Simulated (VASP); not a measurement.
A convergence study with VASP on Se (space group no. 152 when undisturbed): one setting is varied, all else stays as given below, so the limit is that of these other settings. One atom is moved off its site, so that forces are finite.

```
CELL_PARAMETERS angstrom
      2.19156    -3.79589     0.00000
      2.19156     3.79589     0.00000
      0.00000     0.00000     4.96485
ATOMIC_POSITIONS crystal
  Se 0.00000 0.22500 0.66667
  Se 0.78641 0.78641 0.00000
  Se 0.22500 0.00000 0.33333
```

Calculation: LDA (Ceperley-Alder, Perdew-Zunger), VASP's LDA PAW potentials (set 64) (plane waves; VASP 6.6.1). The tightest run used: 720 eV cut-off, 7×7×5 Γ-centred mesh, Fermi-Dirac smearing of 0.010 eV, potentials Se.

### Question
The settings run are ENCUT = 105; ENCUT = 120; ENCUT = 135; ENCUT = 150; ENCUT = 165; ENCUT = 180; ENCUT = 210; ENCUT = 240; ENCUT = 270; ENCUT = 330; ENCUT = 360; ENCUT = 405; ENCUT = 450; ENCUT = 525; ENCUT = 600; ENCUT = 720. From which on does the energy per atom stay within 0.01 eV/atom of the tightest run?

### Answer
From ENCUT = 210 on: it is off by 0.0053 there and by no more than 0.01 in any finer run, while ENCUT = 180 is off by 0.0128.
```csv
setting,E (eV/atom),pressure (GPa),largest force (eV/Å),plane waves,difference judged (eV/atom)
ENCUT = 105,-4.2984,-17.74,1.318,218,0.1992
ENCUT = 120,-4.1998,-11.65,0.882,257,0.1007
ENCUT = 135,-4.1511,-7.90,0.633,306,0.0520
ENCUT = 150,-4.1010,-5.49,0.581,363,0.0018
ENCUT = 165,-4.0865,-3.79,0.585,408,0.0127
ENCUT = 180,-4.0864,-2.61,0.599,461,0.0128
ENCUT = 210,-4.0938,-1.21,0.605,578,0.0053
ENCUT = 240,-4.0969,-0.67,0.596,715,0.0022
ENCUT = 270,-4.0980,-0.49,0.590,844,0.0011
ENCUT = 330,-4.0987,-0.46,0.587,1143,0.0004
ENCUT = 360,-4.0988,-0.47,0.587,1299,0.0004
ENCUT = 405,-4.0989,-0.48,0.586,1542,0.0003
ENCUT = 450,-4.0990,-0.46,0.585,1823,0.0002
ENCUT = 525,-4.0990,-0.45,0.585,2267,0.0001
ENCUT = 600,-4.0991,-0.45,0.585,2786,0.0000
ENCUT = 720,-4.0991,-0.45,0.584,3645,0.0000
```

Left out are rungs that failed or repeat a setting and relaxations that didn't move; long series are thinned to 24 rows.

The structure is a typed Se crystal (space group no. 152). The cell was not relaxed at this level, it is distorted from the ideal structure.
